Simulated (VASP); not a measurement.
Input:

```yaml
crystal:
  lattice:
    - [0.00000, 3.70984, 3.70984]
    - [3.70984, 0.00000, 3.70984]
    - [3.70984, 3.70984, 0.00000]
  atoms:
    - { symbol: Rb, position: [0.00000, 0.00000, 0.00000] }
    - { symbol: Cl, position: [0.25000, 0.25000, 0.25000] }
```

All values below come from PBE GGA, VASP's PBE PAW potentials (set 64) (plane waves; VASP 6.6.1). Numerical set-up: 400 eV cut-off, Gaussian smearing of 0.050 eV, potentials Rb_sv Cl.

**Question.** Give the energies of bands 6 to 11 at the high-symmetry points, in eV from the valence-band maximum.

**Answer.** 
| band | Γ | X | U | L | W |
|---|---|---|---|---|---|
| 6 | -0.12 | -0.37 | -0.29 | -0.26 | -0.25 |
| 7 | -0.12 | 0.00 | -0.07 | -0.06 | -0.13 |
| 8 | -0.12 | 0.00 | -0.02 | -0.06 | 0.00 |
| 9 | 4.45 | 6.42 | 6.50 | 6.71 | 6.52 |
| 10 | 8.82 | 7.08 | 7.19 | 6.97 | 7.10 |
| 11 | 8.82 | 9.23 | 8.71 | 8.41 | 8.97 |

The gap is indirect, 4.45 eV, from the valence maximum at W to the conduction minimum at Γ.

The structure was generated: RbCl was put into the zinc blende type (F-43m), which need not be its known phase. It was relaxed first.
